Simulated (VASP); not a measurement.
Output of a VASP run:

OSZICAR:
```
       N       E                     dE             d eps       ncg     rms          rms(c)
DAV:   1     0.251032449512E+03    0.25103E+03   -0.14556E+04  4956   0.190E+03
DAV:   2     0.514503423992E+01   -0.24589E+03   -0.23268E+03  5087   0.393E+02
DAV:   3    -0.299844921706E+02   -0.35130E+02   -0.33359E+02  6117   0.162E+02
DAV:   4    -0.316428613086E+02   -0.16584E+01   -0.16028E+01  6060   0.355E+01
DAV:   5    -0.317098843722E+02   -0.67023E-01   -0.64835E-01  6600   0.619E+00    0.201E+01
DAV:   6    -0.300600918453E+02    0.16498E+01   -0.69765E+01  7256   0.121E+02    0.320E+01
DAV:   7    -0.261551237869E+02    0.39050E+01   -0.47324E+01  7189   0.115E+02    0.998E+00
DAV:   8    -0.263727582473E+02   -0.21763E+00   -0.33060E+00  6053   0.193E+01    0.593E+00
DAV:   9    -0.263293527671E+02    0.43405E-01   -0.19807E+00  8134   0.252E+01    0.396E+00
DAV:  10    -0.263198585051E+02    0.94943E-02   -0.31871E-01  6573   0.895E+00    0.309E+00
DAV:  11    -0.263323259279E+02   -0.12467E-01   -0.24736E-02  7494   0.267E+00    0.330E+00
DAV:  12    -0.263043012332E+02    0.28025E-01   -0.44988E-02  7598   0.502E+00    0.262E+00
DAV:  13    -0.262668365056E+02    0.37465E-01   -0.16069E-01  7872   0.852E+00    0.781E-01
DAV:  14    -0.262709297925E+02   -0.40933E-02   -0.36579E-02  6932   0.242E+00    0.572E-01
DAV:  15    -0.262765851321E+02   -0.56553E-02   -0.39764E-02  7268   0.288E+00    0.332E-01
DAV:  16    -0.262770804609E+02   -0.49533E-03   -0.14617E-02  7368   0.173E+00    0.214E-01
DAV:  17    -0.262774901545E+02   -0.40969E-03   -0.24036E-03  7227   0.838E-01    0.755E-02
DAV:  18    -0.262774615882E+02    0.28566E-04   -0.30015E-04  7150   0.266E-01    0.453E-02
DAV:  19    -0.262774697488E+02   -0.81606E-05   -0.96735E-05  7413   0.193E-01    0.118E-02
DAV:  20    -0.262774724533E+02   -0.27045E-05   -0.18057E-05  6611   0.444E-02    0.108E-02
DAV:  21    -0.262774712005E+02    0.12528E-05   -0.41946E-06  4917   0.519E-02    0.170E-03
DAV:  22    -0.262774714380E+02   -0.23745E-06   -0.25164E-06  3463   0.137E-02
   1 F= -.26277471E+02 E0= -.26276570E+02  d E =-.180208E-02  mag=     0.0000
```

File OUTCAR:
```
------------------------ aborting loop because EDIFF is reached ----------------------------------------
  FORCE on cell =-STRESS in cart. coord.  units (eV):
  Direction    XX          YY          ZZ          XY          YZ          ZX
  --------------------------------------------------------------------------------------
  Total       -2.8999437     -2.8999437     -2.8999437      0.1665661      0.1665661      0.1665661
  in kB     -113.2663322   -113.2663322   -113.2663322      6.5057586      6.5057586      6.5057586
  external PRESSURE =    -113.2663322 kB  Pullay stress =       0.0000000 kB
  volume of cell :       41.02
      direct lattice vectors                 reciprocal lattice vectors
     4.345200000  2.172600000  2.172600000     0.345208506 -0.115069502 -0.115069502
     2.172600000  4.345200000  2.172600000    -0.115069502  0.345208506 -0.115069502
     2.172600000  2.172600000  4.345200000    -0.115069502 -0.115069502  0.345208506
 POSITION                                       TOTAL-FORCE (eV/Angst)
 -----------------------------------------------------------------------------------
      0.00000      0.00000      0.00000        -0.000000      0.000000     -0.000000
      4.34520      4.34520      4.34520         0.000000     -0.000000     -0.000000
      2.17260      2.17260      2.17260        -0.000000      0.000000     -0.000000
      6.51780      6.51780      6.51780         0.000000     -0.000000      0.000000
 -----------------------------------------------------------------------------------
    total drift:                                0.000000     -0.000000     -0.000000
  FREE ENERGIE OF THE ION-ELECTRON SYSTEM (eV)
  ---------------------------------------------------
  free  energy   TOTEN  =       -26.2774714380 eV

  energy  without entropy=      -26.2756693567  energy(sigma->0) =      -26.27657040

 total charge

# of ion       s       p       d       tot
------------------------------------------
    1        0.276   0.316   7.127   7.719
    2        0.276   0.316   7.127   7.719
    3        1.561   3.383   0.000   4.944
    4        1.561   3.383   0.000   4.944
--------------------------------------------------
tot          3.674   7.397  14.254  25.325

 magnetization (x)

# of ion       s       p       d       tot
------------------------------------------
    1       -0.000  -0.003   2.455   2.453
    2        0.000   0.003  -2.455  -2.453
    3        0.000   0.000   0.000   0.000
    4        0.000   0.000   0.000   0.000
--------------------------------------------------
tot          0.000   0.000   0.000   0.000
```
(Selected blocks of OUTCAR.)

### POSCAR
```
CoO
1
    4.3452000000     2.1726000000     2.1726000000
    2.1726000000     4.3452000000     2.1726000000
    2.1726000000     2.1726000000     4.3452000000
Co O
2 2
Direct
  0.0000000000   0.0000000000   0.0000000000
  0.5000000000   0.5000000000   0.5000000000
  0.2500000000   0.2500000000   0.2500000000
  0.7500000000   0.7500000000   0.7500000000
```

Q: Write an INCAR and KPOINTS that could have produced this output.

A: Several could match; the one computed here: the input of the run itself, PBE GGA, plane waves, VASP's PBE PAW potentials (set 64).

### INCAR
```
# general
SYSTEM   =  CoO
PREC     =  Accurate
ENCUT    =  520
LREAL    =  .False.
LASPH    =  .True.

# electronic loop
EDIFF    =  1E-6
NELM     =  100
ALGO     =  Normal
LMAXMIX  =  4

# smearing
ISMEAR   =  0
SIGMA    =  0.05

# functional
GGA      =  PE

# spin
ISPIN    =  2
MAGMOM   =  3.0 -3.0 2*0.0

# ions
ISIF     =  2

# output
LWAVE    =  .False.
LCHARG   =  .False.
LORBIT   =  10
```

**KPOINTS**
```
Automatic mesh
0
Gamma
8 8 8
0 0 0
```

POTCAR, in this order: Co O (PBE.64 set). Program: vasp_std.

The compound is CoO in the rock salt, AFM-II order structure. The cell was not relaxed at this level.
